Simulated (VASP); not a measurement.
Crystal: MoI.

```xyz
2
Lattice="0.0000 3.1789 3.1789 3.1789 0.0000 3.1789 3.1789 3.1789 0.0000" Properties=species:S:1:pos:R:3 pbc="T T T"
Mo    0.0000    0.0000    0.0000
I     4.7683    4.7683    4.7683
```

The cell was built by a generator and needn't be a form met in nature.

- Program: VASP 6.6.1
- Task: relaxation of cell and atoms
- Functional: PBE
- Potentials or basis: VASP PAW PBE potentials, release 64 (Mo_sv, I)
- Cutoff: 600 eV
- k mesh: 7 × 7 × 7
- Occupations: fermi-dirac, width 0.05 eV
- Spin: no spin polarisation
- Hubbard terms: Mo d U = 4 eV

At the start: pressure -2.2 GPa; volume 32.12 Å³/atom.

Question: Where does the relaxation end?

Answer: Over 3 steps the energy falls by 10.6 meV/atom and the volume is 30.66 Å³/atom (-4.5 %); space group F-43m (No. 216, to 0.05 Å).

Step by step:
```tsv
step	energy change (eV)	largest force (eV/Å)	pressure (GPa)	volume (Å³)
1	0.0000	0.0000	-2.22	64.25
2	-0.0175	0.0000	1.06	60.19
3	-0.0212	0.0000	0.00	61.33
```

Final structure:
```
Mo I
1.0
     0.00000    3.12999    3.12999
     3.12999    0.00000    3.12999
     3.12999    3.12999    0.00000
Mo I
1 1
Direct
  0.00000 0.00000 0.00000
  0.75000 0.75000 0.75000
```

Caveat: an odd number of electrons without spin polarisation forces a metal; a magnetic or distorted state may lie lower; U without spin polarisation on a metal has little footing.
